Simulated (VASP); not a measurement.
An input for Ansatz (written as the equivalent of a VASP run, and not itself run):

Ansatz 0.2 input:
```yaml
crystal:
  lattice:
    - [3.9643770, 0.0000000, 0.0000000]
    - [0.0000000, 3.9643770, 0.0000000]
    - [0.0000000, 0.0000000, 4.0827854]
  atoms:
    - { symbol: Ba, position: [1.0000000, 0.0000000, 0.0034375] }
    - { symbol: Ti, position: [0.5000000, 0.5000000, 0.5215193] }
    - { symbol: O, position: [0.5000000, 0.5000000, 0.9712800] }
    - { symbol: O, position: [1.0000000, 0.5000000, 0.4838816] }
    - { symbol: O, position: [0.5000000, 1.0000000, 0.4838816] }
kpoints:
  mp_grid: { grid: [5, 5, 5] }
hamiltonian:
  xc: r2scan
  pseudopotentials: { kind: paw }
scf:
  occupations: { method: gaussian, width: 0.05 }
  max_iter: 100
relax:
  max_steps: 60
  f_tol: 0.02
  cell: {}
output: { forces: true, stress: true, eigenvalues: true }
```

Task: Write the VASP files for the same calculation (r2SCAN).

Result: This is not unique; one that fits is 
**INCAR**
```
! general
SYSTEM   =  BaTiO3
PREC     =  Accurate
ENCUT    =  520
LREAL    =  .FALSE.   ! projection in real space or not
LASPH    =  .TRUE.

! electronic loop
EDIFF    =  1E-6   ! SCF stop (eV)
NELM     =  100
ALGO     =  Normal   ! blocked Davidson
LMAXMIX  =  4
LMIXTAU  =  .TRUE.

! smearing
ISMEAR   =  0   ! Gaussian
SIGMA    =  0.05   ! width (eV)

! functional
METAGGA  =  R2SCAN

! ions
IBRION   =  2
NSW      =  60
ISIF     =  3   ! ions, shape and volume
EDIFFG   =  -0.02   ! ionic stop

! output
LWAVE    =  .FALSE.
LCHARG   =  .FALSE.
```

### POSCAR
```
BaTiO3
1
    3.9643769711     0.0000000000     0.0000000000
    0.0000000000     3.9643769711    -0.0000000000
    0.0000000000    -0.0000000000     4.0827854014
Ba Ti O
1 1 3
Direct
  1.0000000000   0.0000000000   0.0034375005
  0.5000000000   0.5000000000   0.5215192815
  0.5000000000   0.5000000000   0.9712799965
  1.0000000000   0.5000000000   0.4838816107
  0.5000000000   1.0000000000   0.4838816107
```

KPOINTS:
```
kpoints
0
Gamma
 5 5 5
```

POTCAR, in this order: Ba_sv Ti_sv O (PBE.64 set). Program: vasp_std.

What does not carry over: each code has its own PAW files, so the cut-off isn't converted (ENCUT is set for VASP's; basis.ecutwfc is left out, and Ansatz then takes the one that its files recommend); Ansatz stops its SCF on the density residual and VASP on the energy change (EDIFF).

The compound is BaTiO3 in the tetragonal perovskite structure. This run relaxes it. Symmetry was kept, so distortions that lower it aren't found. The start is the result of an earlier pass.
